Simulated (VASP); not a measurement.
An input for Quantum ESPRESSO's pw.x (written as the equivalent of a VASP run, and not itself run):

```
&CONTROL
  calculation = 'vc-relax'
  pseudo_dir = './pseudo'
  outdir = './out'
  tprnfor = .true.
  tstress = .true.
  nstep = 40
  forc_conv_thr = 0.00078
/
&SYSTEM
  ibrav = 0
  nat = 2
  ntyp = 2
  ecutwfc = 86
  occupations = 'smearing'
  smearing = 'gaussian'
  degauss = 0.003675
  input_dft = 'pbesol'
/
&ELECTRONS
  conv_thr = 7.3e-08
  electron_maxstep = 100
/
&IONS
/
&CELL
  press = 300
/
ATOMIC_SPECIES
  Zn 65.380 Zn.upf
  Se 78.971 Se.upf
CELL_PARAMETERS angstrom
     0.0000000    2.5890748    2.5890748
     2.5890748   -0.0000000    2.5890748
     2.5890748    2.5890748    0.0000000
ATOMIC_POSITIONS crystal
  Zn   1.0000000  0.0000000  1.0000000
  Se   0.2500000  0.2500000  0.2500000
K_POINTS automatic
  9 9 9 0 0 0
```

**Question.** Write the VASP files for the same calculation (PBEsol).

**Answer.** Several could match; the one computed here: 
### KPOINTS
```
Automatic mesh
0
Gamma
9 9 9
0 0 0
```

### POSCAR
```
ZnSe
1.0
  0.0000000000   2.5890748212   2.5890748212
  2.5890748212   0.0000000000   2.5890748212
  2.5890748212   2.5890748212   0.0000000000
Zn Se
1 1
direct
  1.0000000000   0.0000000000   1.0000000000
  0.2500000000   0.2500000000   0.2500000000
```

**INCAR**
```
SYSTEM = ZnSe
PREC = Accurate
ENCUT = 500
EDIFF = 1E-6
NELM = 100
ALGO = Normal
LREAL = .FALSE.
LASPH = .TRUE.
ISMEAR = 0
SIGMA = 0.05
GGA = PS
LMAXMIX = 4
LWAVE = .FALSE.
LCHARG = .FALSE.
IBRION = 2
ISIF = 3
NSW = 40
EDIFFG = -0.02
PSTRESS = 300
```

POTCAR, in this order: Zn Se (PBE.64 set). Program: vasp_std.

What does not carry over: the potentials are each code's own (VASP's PAW set, PseudoDojo norm-conserving files in pw.x), so ENCUT and ecutwfc are chosen apart and not converted; conv_thr bounds pw.x's estimated SCF error, while EDIFF bounds the energy change between steps; forc_conv_thr acts on force components and is met together with etot_conv_thr.

The compound is ZnSe in the zinc blende structure. It was relaxed first under an external pressure of 30 GPa.
